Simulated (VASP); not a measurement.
VASP runs on Y2Tc (space group Fd-3m) share one base input (PBE GGA, plane waves, VASP's PBE PAW potentials (set 64)) and change the settings named in each case.

File KPOINTS:
```
Automatic mesh
0
Gamma
3 3 3
0 0 0
```

### INCAR
```
SYSTEM = Y2Tc
PREC = Accurate; ENCUT = 300; LREAL = .False.
LASPH = .True.
EDIFF = 1E-6; NELM = 100; ALGO = Normal
LMAXMIX = 4
ISMEAR = -1; SIGMA = 0.1
GGA = PE
ISIF = 2
LWAVE = .False.; LCHARG = .False.
```

**POSCAR**
```
Y2Tc
1
    0.0000000000     4.8093040000     4.8093040000
    4.8093040000     0.0000000000     4.8093040000
    4.8093040000     4.8093040000     0.0000000000
Y Tc
4 2
Direct
  0.1250000000   0.1250000000   0.1250000000
  0.6250000000   0.1250000000   0.1250000000
  0.1250000000   0.6250000000   0.1250000000
  0.1250000000   0.1250000000   0.6250000000
  0.7500000000   0.7500000000   0.7500000000
  0.5000000000   0.5000000000   0.5000000000
```

POTCAR, in this order: Y_sv Tc_pv (PBE.64 set). Program: vasp_std.

| change | E(σ→0) (eV/atom) | pressure (GPa) | −TS (eV) |
|---|---|---|---|
| base run | -5.9181 | -10.99 | -0.5493 |
| GGA = PS | -6.2532 | -12.54 | -0.5528 |
| GGA_COMPAT = .FALSE., LNONCOLLINEAR = .TRUE., LSORBIT = .TRUE., MAGMOM = 0.0 0.0 0.0 0.0 0.0 0.0 0.0 0.0 0.0 0.0 0.0 0.0 0.0 0.0 0.0 0.0 0.0 0.0, program vasp_ncl | -5.9958 | -10.90 | -0.5458 |
| KPOINTS 2×2×2 Γ-centred mesh | -5.9134 | -11.03 | -0.4820 |
 Energies of different potentials or functionals have different zeros.  At 300 eV the pressure can carry a Pulay error.

Left out are runs that ran out of time, are held back, or changed the cell or the kind of run, fixed moments of cells without a moment, rows past the twelfth, gaps on odd meshes, pressures of charged cells and columns that move by less than the noise.

The structure was generated: Y2Tc was put into an ordered model structure, which need not be its known phase. The cell was not relaxed at this level, its lattice was scaled by up to 2.5 %.
